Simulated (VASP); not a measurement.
Data:

```
CELL_PARAMETERS angstrom
      1.79147    -3.10292     0.00000
      1.79147     3.10292     0.00000
      0.00000     0.00000     5.53475
ATOMIC_POSITIONS crystal
  Er 0.33333 0.66667 0.25000
  Er 0.66667 0.33333 0.75000
```

Method: PBE GGA, VASP's PBE PAW potentials (set 64) (plane waves; VASP). Run with 480 eV cut-off, 12×12×6 Γ-centred mesh, first-order Methfessel-Paxton smearing of 0.10 eV, potentials Er_3.

The 4f electrons are frozen in the core of the lanthanide potential, so 4f levels, which can set the real gap, and their magnetism are missing.

Each relaxation starts from this cell; other phases were not tried.

Task: The cell is relaxed at 30 GPa. What happens?

Result: The volume per atom goes from 30.77 to 20.96 Å³ (-31.9 %), and the cell becomes a = b = 3.104 Å, c = 5.023 Å, α = β = 90.00°, γ = 120.00°, space group P6_3/mmc.

Failed runs are left out, and for metals the shear rows, which the mesh's noise covers.

The compound is Er in the hcp structure.
